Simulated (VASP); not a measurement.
An input for Quantum ESPRESSO's pw.x (written as the equivalent of a VASP run, and not itself run):

```
&CONTROL
  calculation = 'scf'
  pseudo_dir = './pseudo'
  outdir = './out'
  tprnfor = .true.
  tstress = .true.
/
&SYSTEM
  ibrav = 0
  nat = 4
  ntyp = 3
  ecutwfc = 84
  occupations = 'smearing'
  smearing = 'gaussian'
  degauss = 0.003675
  input_dft = 'pbe'
/
&ELECTRONS
  conv_thr = 7.3e-08
  electron_maxstep = 100
/
ATOMIC_SPECIES
  Al 26.982 Al.upf
  Ga 69.723 Ga.upf
  As 74.922 As.upf
CELL_PARAMETERS angstrom
     2.0298024    1.1719066    6.6206727
    -2.0298024    1.1719066    6.6206727
     0.0000000   -2.3438142    6.6206727
ATOMIC_POSITIONS crystal
  Al   0.9997230  0.9997230  0.9997230
  Ga   0.5001011  0.5001011  0.5001011
  As   0.1247208  0.1247208  0.1247208
  As   0.6254721  0.6254721  0.6254721
K_POINTS automatic
  6 6 6 0 0 0
```

Write the VASP files for the same calculation (PBE).

Several could match; the one computed here: 
File POSCAR:
```
AlGaAs2
7.0233020
  0.2890096956   0.1668597759   0.9426723592
 -0.2890096956   0.1668597759   0.9426723592
  0.0000000000  -0.3337196975   0.9426723594
Al Ga As
1 1 2
Cart
  0.0000000000  -0.0000001457   2.8272338293
 -0.0000000000  -0.0000000729   1.4142943273
  0.0000000000  -0.0000000182   0.3527126194
 -0.0000000000  -0.0000000911   1.7688457259
```

**KPOINTS**
```
kpoints
0
gamma
  6 6 6
0 0 0
```

### INCAR
```
SYSTEM = AlGaAs2
PREC = Accurate; ENCUT = 400; LREAL = F
LASPH = T
EDIFF = 1E-6; NELM = 100; ALGO = Normal
LMAXMIX = 4
ISMEAR = 0; SIGMA = 0.05
GGA = PE
LWAVE = T; LCHARG = F
```

POTCAR, in this order: Al Ga_d As (PBE.64 set). Program: vasp_std.

Limits of the translation: the potentials are each code's own (VASP's PAW set, PseudoDojo norm-conserving files in pw.x), so ENCUT and ecutwfc are chosen apart and not converted; conv_thr bounds pw.x's estimated SCF error, while EDIFF bounds the energy change between steps.

The structure comes from a computed database's AlGaAs2 entry (R3m); how it stands against other phases isn't given here. It was relaxed first.
